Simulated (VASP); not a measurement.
OSZICAR of a VASP run on Al2Cu (space group Fm-3m):

OSZICAR:
```
       N       E                     dE             d eps       ncg     rms          rms(c)
DAV:   1     0.522384376415E+02    0.52238E+02   -0.63020E+03  2460   0.128E+03
DAV:   2    -0.261315198563E+02   -0.78370E+02   -0.72583E+02  2460   0.241E+02
DAV:   3    -0.289558085328E+02   -0.28243E+01   -0.27272E+01  3244   0.614E+01
DAV:   4    -0.290149564169E+02   -0.59148E-01   -0.59078E-01  3040   0.705E+00
DAV:   5    -0.290173998803E+02   -0.24435E-02   -0.24433E-02  3688   0.155E+00    0.143E+01
DAV:   6    -0.284437428050E+02    0.57366E+00   -0.52308E+01  2684   0.270E+02    0.115E+01
DAV:   7    -0.250233679854E+02    0.34204E+01   -0.11093E+01  2972   0.104E+02    0.218E+00
DAV:   8    -0.249733510408E+02    0.50017E-01   -0.15611E+00  3528   0.401E+01    0.229E+00
DAV:   9    -0.248971328499E+02    0.76218E-01   -0.18629E-01  3748   0.132E+01    0.941E-01
DAV:  10    -0.249232934523E+02   -0.26161E-01   -0.18187E-02  2636   0.200E+00    0.609E-01
DAV:  11    -0.249212880457E+02    0.20054E-02   -0.19202E-03  3848   0.107E+00    0.425E-01
DAV:  12    -0.249198614043E+02    0.14266E-02   -0.83626E-03  3016   0.340E+00    0.318E-02
DAV:  13    -0.249196997397E+02    0.16166E-03   -0.66089E-04  2572   0.331E-01    0.309E-02
DAV:  14    -0.249196489216E+02    0.50818E-04   -0.64600E-05  3328   0.223E-01    0.747E-03
DAV:  15    -0.249196482961E+02    0.62542E-06   -0.72105E-06  2968   0.736E-02
   1 F= -.24919648E+02 E0= -.24919984E+02  d E =-.249196E+02
       N       E                     dE             d eps       ncg     rms          rms(c)
DAV:   1    -0.249233740590E+02   -0.37251E-02   -0.52874E-02  2984   0.714E+00    0.525E-01
DAV:   2    -0.249230270243E+02    0.34703E-03   -0.49401E-02  2964   0.861E+00    0.390E-01
DAV:   3    -0.249196159718E+02    0.34111E-02   -0.14735E-02  2964   0.478E+00    0.951E-02
DAV:   4    -0.249194753830E+02    0.14059E-03   -0.34076E-04  3504   0.396E-01    0.114E-02
DAV:   5    -0.249194741456E+02    0.12374E-05   -0.13000E-05  3636   0.712E-02    0.798E-03
DAV:   6    -0.249194731947E+02    0.95083E-06   -0.32239E-06  2184   0.537E-02
   2 F= -.24919473E+02 E0= -.24919811E+02  d E =0.175101E-03
       N       E                     dE             d eps       ncg     rms          rms(c)
DAV:   1    -0.249216211195E+02   -0.21470E-02   -0.26908E-02  2984   0.508E+00    0.378E-01
DAV:   2    -0.249214980562E+02    0.12306E-03   -0.25934E-02  2956   0.626E+00    0.282E-01
DAV:   3    -0.249196952253E+02    0.18028E-02   -0.75912E-03  2956   0.343E+00    0.641E-02
DAV:   4    -0.249196515355E+02    0.43690E-04   -0.18674E-04  3032   0.208E-01    0.124E-02
DAV:   5    -0.249196474677E+02    0.40679E-05   -0.12004E-05  3368   0.916E-02    0.456E-03
DAV:   6    -0.249196490425E+02   -0.15748E-05   -0.41075E-06  2228   0.642E-02    0.389E-03
DAV:   7    -0.249196485872E+02    0.45528E-06   -0.10673E-06  1324   0.295E-02
   3 F= -.24919649E+02 E0= -.24919985E+02  d E =-.291066E-06
       N       E                     dE             d eps       ncg     rms          rms(c)
DAV:   1    -0.249198275384E+02   -0.17850E-03   -0.52307E-03  3232   0.847E-01    0.871E-02
DAV:   2    -0.249197471930E+02    0.80345E-04   -0.15292E-04  3036   0.409E-01    0.532E-02
DAV:   3    -0.249197284516E+02    0.18741E-04   -0.11244E-04  3020   0.415E-01    0.355E-02
DAV:   4    -0.249197071704E+02    0.21281E-04   -0.40596E-05  3024   0.255E-01    0.214E-03
DAV:   5    -0.249197072601E+02   -0.89756E-07   -0.27213E-06  2040   0.209E-02
   4 F= -.24919707E+02 E0= -.24920046E+02  d E =-.586729E-04
```

### Question
Which electronic solver shows in the log?

### Answer
It is blocked Davidson (ALGO = Normal, or the opening steps of other solvers). The INCAR had ALGO = Normal.

### Question
Can the final energy be trusted as converged?

### Answer
The calculation finished and met its thresholds. It stopped with EDIFF = 1E-6, NELM = 100, NSW = 60 and EDIFFG = -0.02 after 4 ionic steps (r2SCAN meta-GGA, plane waves, VASP's PBE PAW potentials (set 64)).

The structure comes from a computed database's Al2Cu entry (I4/mmm); how it stands against other phases isn't given here. This run relaxes it. It ends in space group Fm-3m. Symmetry was kept, so distortions that lower it aren't found. The start is the result of an earlier pass. The electron count is odd and the run is not spin-polarised, which forces a metal.
